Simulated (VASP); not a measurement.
# RbPd: energy against volume and a worked fit

```cif
data_structure
_symmetry_space_group_name_H-M 'P 1'
_symmetry_Int_Tables_number 1
_cell_length_a 5.1403
_cell_length_b 5.1403
_cell_length_c 5.1403
_cell_angle_alpha 60.000
_cell_angle_beta 60.000
_cell_angle_gamma 60.000
_cell_volume 96.04
loop_
_atom_site_label
_atom_site_type_symbol
_atom_site_fract_x
_atom_site_fract_y
_atom_site_fract_z
_atom_site_occupancy
Rb1 Rb 0.00000 0.00000 0.00000 1
Pd1 Pd 0.75000 0.75000 0.75000 1
```

The cell comes from a database or a generator and needn't be the stable form of this composition.

The cell was scaled at fixed shape and fractions and run with VASP, PBE PAW files Pd, Rb_sv, 520 eV; PBE, k mesh 6 × 6 × 6 on the cell of 2 atoms, fermi-dirac occupations of 0.05 eV, no spin polarisation, no spin-orbit coupling. Energies are those that the program minimises, any entropy of the smearing included. For a metal such a mesh isn't converged to the digits shown.

| V (Å³/atom) | energy over the lowest row (meV/atom) |
| --- | --- |
| 45.1390 | 6.107 |
| 46.0994 | 3.226 |
| 47.0598 | ? |
| 48.0202 | 0.265 |
| 48.9806 | 0.000 |
| 49.9410 | 0.448 |
| 50.9014 | 1.527 |

Problem. Fit the third-order Birch-Murnaghan form, give V0, B0 and B′, and predict the energy left open.

Solution. With y = (V0/V)^(2/3), E = E0 + (9 V0 B0/16) [(y - 1)³ B′ + (y - 1)² (6 - 4y)]. Least squares through the rows shown give V0 = 48.8414 Å³/atom, E0 = -0.006 meV, B0 = 6.079 GPa (1 eV/Å³ = 160.218 GPa) and B′ = 4.26, with a largest miss of 0.002 meV. At V = 47.0598 the form with these constants gives 1.310 meV; the run gave 1.308 meV an atom.
